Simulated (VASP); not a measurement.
These are AM05 GGA, VASP's PBE PAW potentials (set 64) (plane waves; VASP) values and carry that method's errors.

A VASP calculation is set up with these files.

INCAR:
```
SYSTEM = MnS
PREC = Accurate
ENCUT = 520
EDIFF = 1E-7
NELM = 100
ALGO = Normal
LREAL = .FALSE.
LASPH = .TRUE.
ISMEAR = -5
GGA = AM
LMAXMIX = 4
ISPIN = 2
MAGMOM = 4.0 -4.0 0.0 0.0
LORBIT = 11
LWAVE = .FALSE.
LCHARG = .TRUE.
NEDOS = 601
ISIF = 2
LEFG = .TRUE.
```

File KPOINTS:
```
Automatic
0
Gamma
 8 8 8
0 0 0
```

**POSCAR**
```
MnS
1
    5.0359746943     2.5122116604     2.5122116604
    2.5122116604     5.0359746943     2.5122116604
    2.5122116604     2.5122116604     5.0359746943
Mn S
2 2
Direct
  0.0000000000   0.0000000000   0.0000000000
  0.5000000000   0.5000000000   0.5000000000
  0.2500000000   0.2500000000   0.2500000000
  0.7500000000   0.7500000000   0.7500000000
```

POTCAR, in this order: Mn_pv S (PBE.64 set). Program: vasp_std.

Q: What does the run give for the energy per atom (σ→0), cell moment, band gap (on the k-mesh)?

A: 
```yaml
energy per atom (σ→0): -7.251 eV/atom
cell_moment: 0.00 μB
band gap (on the k-mesh): 0.32 eV
```

File OSZICAR:
```
...
DAV:  10    -0.290035015728E+02   -0.27073E-02   -0.15719E-02  7507   0.752E-01    0.218E-01
DAV:  11    -0.290035534544E+02   -0.51882E-04   -0.95979E-04  7024   0.264E-01    0.134E-01
DAV:  12    -0.290036051587E+02   -0.51704E-04   -0.32674E-04  7455   0.101E-01    0.967E-02
DAV:  13    -0.290036243189E+02   -0.19160E-04   -0.29676E-05  6561   0.359E-02    0.461E-02
DAV:  14    -0.290036282811E+02   -0.39621E-05   -0.10994E-05  7198   0.273E-02    0.137E-02
DAV:  15    -0.290036301922E+02   -0.19112E-05   -0.88555E-07  7216   0.888E-03    0.396E-03
DAV:  16    -0.290036302479E+02   -0.55612E-07   -0.10655E-07  4201   0.235E-03
   1 F= -.29003630E+02 E0= -.29003630E+02  d E =0.000000E+00  mag=    -0.0000
```

The compound is MnS in the rock salt, AFM-II order structure. It was relaxed first, which changed the volume by -10 %.
